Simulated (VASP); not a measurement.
Here is the system:

```
CrO2
1.0
    4.39898     0.00000     0.00000
    0.00000     4.39898     0.00000
    0.00000     0.00000     2.88790
Cr O
2 4
Cartesian
  4.39898   0.00000   0.00000
  2.19949   2.19949   1.44395
  1.33522   1.33522   0.00000
  3.53471   0.86427   1.44395
  0.86427   3.53471   1.44395
  3.06376   3.06376   0.00000
```
Starting moments (μB, in the order of the record's atoms Cr Cr O O O O): 2.1 2.1 -0.1 -0.1 -0.1 -0.1.

Method: AM05 GGA, VASP's PBE PAW potentials (set 64) (plane waves; VASP 6.6.1). Numerical set-up: 520 eV cut-off, 8×8×12 Γ-centred mesh, tetrahedra with Blöchl corrections, potentials Cr_pv O.

The cores are frozen, which limits the accuracy of field gradients.

Task: Give the principal components of the electric field gradient (V/Å²) and the asymmetry η at each nucleus.

Result: 
```csv
atom,Vxx,Vyy,Vzz,η
Cr1,33.6,11.5,-45.0,0.49
Cr2,33.6,11.5,-45.0,0.49
O3,-23.2,-3.0,26.2,0.77
O4,-23.2,-3.0,26.2,0.77
O5,-23.2,-3.0,26.2,0.77
O6,-23.2,-3.0,26.2,0.77
```

The compound is CrO2 in the rutile structure. It was relaxed first.
